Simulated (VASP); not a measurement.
All values below come from r2SCAN meta-GGA, VASP's PBE PAW potentials (set 64) (plane waves; VASP 6.6.1).

VASP ran on this input.

POSCAR:
```
Te
1
    3.8183729740    -2.1543468557     0.0028073721
    3.8183729740     2.1543468557     0.0028073721
   -0.0893260687     0.0000000000     5.9645921274
Te
3
Direct
  0.6899408952   0.6899408952   0.6617645129
  0.3100591048   0.3100591048   0.3382354871
  0.0000000000   0.0000000000   0.0000000000
```

**KPOINTS**
```
kpoints
0
Gamma
  9 9 6
0 0 0
```

### KPOINTS_OPT
```
k-points along high-symmetry lines
6
Line-mode
Reciprocal
  0.000000   0.000000   0.000000 ! GAMMA
 -0.329069   0.329069   0.000000 ! C

 -0.670931  -0.329069   0.000000 ! C_2
 -0.500000  -0.500000   0.000000 ! Y_2

 -0.500000  -0.500000   0.000000 ! Y_2
  0.000000   0.000000   0.000000 ! GAMMA

  0.000000   0.000000   0.000000 ! GAMMA
 -0.500000  -0.500000   0.500000 ! M_2

 -0.500000  -0.500000   0.500000 ! M_2
 -0.672525  -0.327475   0.500000 ! D

 -0.327475   0.327475   0.500000 ! D_2
  0.000000   0.000000   0.500000 ! A

  0.000000   0.000000   0.500000 ! A
  0.000000   0.000000   0.000000 ! GAMMA

 -0.500000   0.000000   0.500000 ! L_2
  0.000000   0.000000   0.000000 ! GAMMA

  0.000000   0.000000   0.000000 ! GAMMA
 -0.500000   0.000000   0.000000 ! V_2
```

**INCAR**
```
ALGO=Normal
EDIFF=1E-7
ENCUT=400
ISIF=2
ISMEAR=-5
LASPH=T
LCHARG=F
LEFG=T
LMAXMIX=4
LMIXTAU=T
LORBIT=11
LREAL=F
LWAVE=F
METAGGA=R2SCAN
NEDOS=601
NELM=100
PREC=Accurate
SYSTEM=Te
```

POTCAR, in this order: Te (PBE.64 set). Program: vasp_std.

Unless said otherwise, spin-orbit coupling is left out, though it shifts the bands of the heavy elements here.

### Question
Estimate the energy per atom (σ→0), band gap (over mesh and band path).

### Answer

| Quantity | Value |
|---|---|
| energy per atom (σ→0) | -25.341 eV/atom |
| band gap (over mesh and band path) | none (metal, semimetal or under 0.01 eV) |

OSZICAR:
```
...
DAV:  16    -0.760227659552E+02    0.14557E-05   -0.21863E-06  3690   0.146E-02    0.365E-03
DAV:  17    -0.760227666830E+02   -0.72776E-06   -0.22658E-06  3680   0.168E-02    0.502E-03
DAV:  18    -0.760227670721E+02   -0.38915E-06   -0.59106E-07  3675   0.776E-03    0.118E-03
DAV:  19    -0.760227672849E+02   -0.21281E-06   -0.19792E-08  2040   0.131E-03    0.122E-03
DAV:  20    -0.760227674700E+02   -0.18511E-06   -0.11126E-08  1880   0.102E-03    0.680E-04
DAV:  21    -0.760227674722E+02   -0.21371E-08   -0.43598E-09  1875   0.700E-04
   1 F= -.76022767E+02 E0= -.76022767E+02  d E =0.000000E+00
       N       E                     dE             ncg
```

The structure comes from a computed database's Te entry (C2/m); how it stands against other phases isn't given here. It was relaxed first.
